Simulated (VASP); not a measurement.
Level of theory: vdW-DF-cx, VASP's PBE PAW potentials (set 64) (plane waves; VASP 6.6.1).

VASP input:

**INCAR**
```
AGGAC=0.0
ALGO=Normal
EDIFF=1E-6
EDIFFG=-0.01
ENCUT=520
GGA=CX
IBRION=2
ISIF=3
ISMEAR=1
ISPIN=2
LASPH=.TRUE.
LCHARG=.FALSE.
LMAXMIX=4
LORBIT=10
LREAL=.FALSE.
LUSE_VDW=.TRUE.
LWAVE=.FALSE.
MAGMOM=2.1
NELM=100
NSW=60
PREC=Accurate
SIGMA=0.1
SYSTEM=Fe
```

### KPOINTS
```
K-points
0
Gamma
 16 16 16
0 0 0
```

**POSCAR**
```
Fe
1
   -1.3958502467     1.3958502467     1.3958502467
    1.3958502467    -1.3958502467     1.3958502467
    1.3958502467     1.3958502467    -1.3958502467
Fe
1
Direct
  1.0000000000   1.0000000000   0.0000000000
```

POTCAR, in this order: Fe (PBE.64 set). Program: vasp_std.

The resulting files:

### OSZICAR
```
       N       E                     dE             d eps       ncg     rms          rms(c)
DAV:   1     0.171970385749E+02    0.17197E+02   -0.41740E+03  5500   0.109E+03
DAV:   2    -0.690530483093E+01   -0.24102E+02   -0.22745E+02  5252   0.128E+02
DAV:   3    -0.721226844806E+01   -0.30696E+00   -0.30586E+00  5856   0.199E+01
DAV:   4    -0.721362246247E+01   -0.13540E-02   -0.13539E-02  5715   0.122E+00
DAV:   5    -0.721363437609E+01   -0.11914E-04   -0.11915E-04  5709   0.102E-01    0.120E+01
DAV:   6    -0.618734831119E+01    0.10263E+01   -0.12423E+01  5504   0.574E+01    0.494E+00
DAV:   7    -0.613189335999E+01    0.55455E-01   -0.66780E-01  5502   0.130E+01    0.310E+00
DAV:   8    -0.612410699056E+01    0.77864E-02   -0.54044E-03  6526   0.626E-01    0.145E+00
DAV:   9    -0.611639787480E+01    0.77091E-02   -0.51034E-03  6630   0.566E-01    0.371E-01
DAV:  10    -0.611643242313E+01   -0.34548E-04   -0.10056E-03  6445   0.337E-01    0.123E-01
DAV:  11    -0.611642420599E+01    0.82171E-05   -0.70669E-05  5512   0.126E-01    0.332E-02
DAV:  12    -0.611642452757E+01   -0.32158E-06   -0.18225E-06  3425   0.230E-02
   1 F= -.61164245E+01 E0= -.61163239E+01  d E =-.611642E+01  mag=     2.0926
```

### OUTCAR
```
------------------------ aborting loop because EDIFF is reached ----------------------------------------
  FORCE on cell =-STRESS in cart. coord.  units (eV):
  Direction    XX          YY          ZZ          XY          YZ          ZX
  --------------------------------------------------------------------------------------
  Total       -0.0081655     -0.0081655     -0.0081655     -0.0000000      0.0000000     -0.0000000
  in kB       -1.2025925     -1.2025925     -1.2025925     -0.0000000      0.0000000     -0.0000000
  external PRESSURE =      -1.2025925 kB  Pullay stress =       0.0000000 kB
  volume of cell :       10.88
      direct lattice vectors                 reciprocal lattice vectors
    -1.395850247  1.395850247  1.395850247     0.000000000  0.358204615  0.358204615
     1.395850247 -1.395850247  1.395850247     0.358204615  0.000000000  0.358204615
     1.395850247  1.395850247 -1.395850247     0.358204615  0.358204615  0.000000000
 POSITION                                       TOTAL-FORCE (eV/Angst)
 -----------------------------------------------------------------------------------
      0.00000      0.00000      0.00000         0.000000     -0.000000      0.000000
 -----------------------------------------------------------------------------------
    total drift:                                0.000000      0.000000      0.000000
  FREE ENERGIE OF THE ION-ELECTRON SYSTEM (eV)
  ---------------------------------------------------
  free  energy   TOTEN  =        -6.1164245276 eV

  energy  without entropy=       -6.1161225923  energy(sigma->0) =       -6.11632388

 total charge

# of ion       s       p       d       tot
------------------------------------------
    1        0.508   0.579   6.284   7.371

 magnetization (x)

# of ion       s       p       d       tot
------------------------------------------
    1       -0.013  -0.046   2.130   2.071

 reached required accuracy - stopping structural energy minimisation
```
(Selected blocks of OUTCAR.)

The compound is Fe in the bcc structure. It was relaxed first, which changed the volume by -8 %. The start is the result of an earlier pass.
